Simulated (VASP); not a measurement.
Calculation: vdW-DF2, VASP's PBE PAW potentials (set 64) (plane waves; VASP).

Input for VASP

**POSCAR**
```
BaHfO3
1
    4.2628972833     0.0000000000     0.0000000000
    0.0000000000     4.2628972833     0.0000000000
    0.0000000000     0.0000000000     4.2628972833
Ba Hf O
1 1 3
Direct
  0.0000000000   0.0000000000   0.0000000000
  0.5000000000   0.5000000000   0.5000000000
  0.5000000000   0.0000000000   0.5000000000
  0.0000000000   0.5000000000   0.5000000000
  0.5000000000   0.5000000000   0.0000000000
```

### INCAR
```
ICHARG  =  11
LWAVE  =  .False.
EDIFF  =  1E-7
LREAL  =  .False.
LCHARG  =  .False.
AGGAC  =  0.0
ZAB_VDW  =  -1.8867
GGA  =  ML
NELM  =  100
LASPH  =  .True.
ALGO  =  Normal
LORBIT  =  11   # lm-projected
LMAXMIX  =  6   # l cut-off of mixed one-centre charges
ENCUT  =  520   # plane-wave cut-off (eV)
ISMEAR  =  0   # Gaussian
LUSE_VDW  =  .True.
PREC  =  Accurate
SIGMA  =  0.05   # width (eV)
SYSTEM  =  BaHfO3
```

**KPOINTS**
```
k-points along high-symmetry lines
15
Line-mode
Reciprocal
  0.000000   0.000000   0.000000 ! GAMMA
  0.000000   0.500000   0.000000 ! X

  0.000000   0.500000   0.000000 ! X
  0.500000   0.500000   0.000000 ! M

  0.500000   0.500000   0.000000 ! M
  0.000000   0.000000   0.000000 ! GAMMA

  0.000000   0.000000   0.000000 ! GAMMA
  0.500000   0.500000   0.500000 ! R

  0.500000   0.500000   0.500000 ! R
  0.000000   0.500000   0.000000 ! X

  0.500000   0.500000   0.500000 ! R
  0.500000   0.500000   0.000000 ! M
```

POTCAR, in this order: Ba_sv Hf_pv O (PBE.64 set). Program: vasp_std. Read from the step before: CHGCAR.

Output of the run:

OSZICAR:
```
       N       E                     dE             d eps       ncg     rms          rms(c)
DAV:   1     0.240804438929E+03    0.24080E+03   -0.21276E+04  4140   0.160E+03
DAV:   2    -0.174770966628E+02   -0.25828E+03   -0.25309E+03  5291   0.345E+02
DAV:   3    -0.327139406334E+02   -0.15237E+02   -0.15196E+02  5699   0.769E+01
DAV:   4    -0.330188909732E+02   -0.30495E+00   -0.30482E+00  5844   0.106E+01
DAV:   5    -0.330251979431E+02   -0.63070E-02   -0.63064E-02  5851   0.113E+00
DAV:   6    -0.330253318335E+02   -0.13389E-03   -0.13389E-03  5970   0.138E-01
DAV:   7    -0.330253334475E+02   -0.16140E-05   -0.16140E-05  5876   0.135E-02
DAV:   8    -0.330253334757E+02   -0.28163E-07   -0.28155E-07  4073   0.143E-03
   1 F= -.33025333E+02 E0= -.33025333E+02  d E =-.381742E-16
```

OUTCAR:
```
 val. band max:        2.0718547982   @ k =   0.5000   0.5000   0.5000

 cond. band min:       5.6577797397   @ k =   0.0000   0.0000   0.0000



 k-point     1 :       0.0000    0.0000    0.0000
  band No.  band energies     occupation
      1     -27.0520      2.00000
      2     -27.0520      2.00000
      3     -27.0520      2.00000
      4     -23.3784      2.00000
      5     -14.3460      2.00000
      6     -13.8264      2.00000
      7     -13.8264      2.00000
      8      -8.4750      2.00000
      9      -8.4750      2.00000
     10      -8.4750      2.00000
     11       0.3973      2.00000
     12       0.3973      2.00000
     13       0.3973      2.00000
     14       1.2014      2.00000
     15       1.2014      2.00000
     16       1.2014      2.00000
     17       1.8079      2.00000
     18       1.8079      2.00000
     19       1.8079      2.00000
     20       5.6578      0.00000
     21       5.6578      0.00000
     22       5.6578      0.00000
     23       6.7982      0.00000

 k-point     2 :       0.0000    0.0357    0.0000
  band No.  band energies     occupation
      1     -27.0532      2.00000
      2     -27.0520      2.00000
      3     -27.0520      2.00000
      4     -23.3778      2.00000
      5     -14.3440      2.00000
      6     -13.8261      2.00000
      7     -13.8229      2.00000
      8      -8.4742      2.00000
      9      -8.4742      2.00000
     10      -8.4730      2.00000
     11       0.3770      2.00000
     12       0.3949      2.00000
     13       0.3949      2.00000
     14       1.1898      2.00000
     15       1.1898      2.00000
     16       1.1923      2.00000
     17       1.7737      2.00000
     18       1.8021      2.00000
     19       1.8021      2.00000
     20       5.6626      0.00000
     21       5.6861      0.00000
     22       5.6861      0.00000
     23       6.8183      0.00000

 k-point     3 :       0.0000    0.0714    0.0000
  band No.  band energies     occupation
...
```

The density is held fixed in this step, so its total energy and stress have no physical meaning. Unless said otherwise, spin-orbit coupling is left out, though it shifts the bands of the heavy elements here.

The compound is BaHfO3 in the cubic perovskite structure. It was relaxed first, which changed the volume by +7 %.
